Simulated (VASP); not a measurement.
Runs of VASP 6.6.1 on TiB2. It takes space group P6/mmm (No. 191, hexagonal). The conventional cell has a = 3.026 Å, b = 3.026 Å, c = 3.229 Å, α = 90.00°, β = 90.00°, γ = 120.00°. Ti (site symmetry 6/mmm) has 12 B at 2.38 Å as nearest neighbours. B (site symmetry -6m2) is surrounded by 3 B at 1.75 Å. The cell is a database's computed one.

| task | level | potentials or basis | cell | k mesh | cutoff (eV) | mesh quality | gap on the mesh (eV) | pressure (GPa) | relaxed volume (Å³/atom) |
| --- | --- | --- | --- | --- | --- | --- | --- | --- | --- |
| relaxation of cell and atoms | RPBE | VASP PAW PBE potentials, release 64 (Ti_sv, B) | relaxed | 15 × 15 × 14 | 600 | not flagged | none | -0.1 | 8.72 |
| relaxation of cell and atoms | PBE+D3(BJ) | VASP PAW PBE potentials, release 64 (Ti_sv, B) | relaxed | 15 × 15 × 14 | 600 | not flagged | none | 0.0 | 8.29 |
| relaxation of cell and atoms | PBEsol | VASP PAW PBE potentials, release 64 (Ti, B) | relaxed | 15 × 15 × 14 | 580 | not flagged | none | 0.0 | 8.41 |
| relaxation of cell and atoms | PBEsol | VASP PAW PBE potentials, release 64 (Ti_sv, B) | relaxed | 15 × 15 × 14 | 600 | not flagged | none | 0.0 | 8.38 |
| relaxation of cell and atoms | LDA | VASP PAW LDA potentials, release 64 (Ti_sv, B) | relaxed | 15 × 15 × 14 | 600 | not flagged | none | 0.0 | 8.19 |
| relaxation of cell and atoms | PBEsol | VASP PAW PBE potentials, release 64 (Ti_sv, B) | relaxed | 6 × 6 × 6 | 600 | coarse | none | 0.0 | 8.38 |
| single point | PBEsol | VASP PAW PBE potentials, release 64 (Ti_sv, B) | as given | 15 × 15 × 14 | 520 | not flagged | none | (a) | - |
| relaxation of cell and atoms | PBE | VASP PAW PBE potentials, release 64 (Ti_sv, B) | relaxed | 15 × 15 × 14 | 600 | not flagged | none | 0.0 | (b) |
| relaxation of cell and atoms | PBEsol | VASP PAW PBE potentials, release 64 (Ti_sv, B_s) | relaxed | 15 × 15 × 14 | 480 | not flagged | none | 0.0 | 8.39 |

Alike in all rows: no spin polarisation; smearing gaussian 0.1 eV.

Estimate the missing entries.

(a) -4.2; (b) 8.56.

Caveats: some runs use coarse meshes; the PAW data sets were made with another functional, which shifts forces and pressure a little (some runs); pairwise dispersion overbinds metals, which lowers pressure and volume (some runs).

A gap of «none» marks a metal or a gap under the smearing width.

The runs don't all hold the same shells in valence.
